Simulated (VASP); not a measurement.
A VASP calculation is set up with these files.

**INCAR**
```
! general
SYSTEM  = CuGaSe2
PREC    = Accurate
ENCUT   = 210
LREAL   = F
LASPH   = T

! electronic loop
EDIFF   = 1E-6
NELM    = 100
ALGO    = Normal
LMAXMIX = 4

! smearing
ISMEAR  = -1
SIGMA   = 0.05

! functional
GGA     = PE

! ions
ISIF    = 2

! output
LWAVE   = F
LCHARG  = F
```

**KPOINTS**
```
kpoints
0
G
8 8 8
```

### POSCAR
```
CuGaSe2
1
   -2.8050000000     2.8050000000     5.5100000000
    2.8050000000    -2.8050000000     5.5100000000
    2.8050000000     2.8050000000    -5.5100000000
Ga Cu Se
2 2 4
Direct
  0.4983230000   0.5111240000   0.0058410000
  0.2460590000   0.7372880000   0.4942850000
 -0.0011780000   0.0088850000   0.0083980000
  0.7494880000   0.2559220000   0.4975750000
  0.8754920000   0.8714500000   0.4985070000
  0.1239150000   0.6324730000   0.0001880000
  0.3883310000   0.3763110000   0.5122380000
  0.6195700000   0.1065470000  -0.0170320000
```

POTCAR, in this order: Ga_d Cu Se (PBE.64 set). Program: vasp_std.

Question: Write an equivalent input for Quantum ESPRESSO's pw.x.

Answer: One equivalent input (not run):
```
&CONTROL
  calculation = 'scf'
  pseudo_dir = './pseudo'
  outdir = './out'
  tprnfor = .true.
  tstress = .true.
/
&SYSTEM
  ibrav = 0
  nat = 8
  ntyp = 3
  ecutwfc = 92
  occupations = 'smearing'
  smearing = 'fermi-dirac'
  degauss = 0.003675
  input_dft = 'pbe'
/
&ELECTRONS
  conv_thr = 7.3e-08
  electron_maxstep = 100
/
ATOMIC_SPECIES
  Ga 69.723 Ga.upf
  Cu 63.546 Cu.upf
  Se 78.971 Se.upf
CELL_PARAMETERS angstrom
    -2.8050000    2.8050000    5.5100000
     2.8050000   -2.8050000    5.5100000
     2.8050000    2.8050000   -5.5100000
ATOMIC_POSITIONS crystal
  Ga   0.4983230  0.5111240  0.0058410
  Ga   0.2460590  0.7372880  0.4942850
  Cu  -0.0011780  0.0088850  0.0083980
  Cu   0.7494880  0.2559220  0.4975750
  Se   0.8754920  0.8714500  0.4985070
  Se   0.1239150  0.6324730  0.0001880
  Se   0.3883310  0.3763110  0.5122380
  Se   0.6195700  0.1065470 -0.0170320
K_POINTS automatic
  8 8 8 0 0 0
```
Limits of the translation: the potentials are each code's own (VASP's PAW set, PseudoDojo norm-conserving files in pw.x), so ENCUT and ecutwfc are chosen apart and not converted; conv_thr bounds pw.x's estimated SCF error, while EDIFF bounds the energy change between steps.

The structure is a typed CuGaSe2 crystal. The cell was not relaxed at this level, atoms are displaced from their ideal sites. The run is one of a series of settings (ENCUT = 210, KPOINTS 8×8×8 Γ-centred mesh against the base run), some of them coarse on purpose.
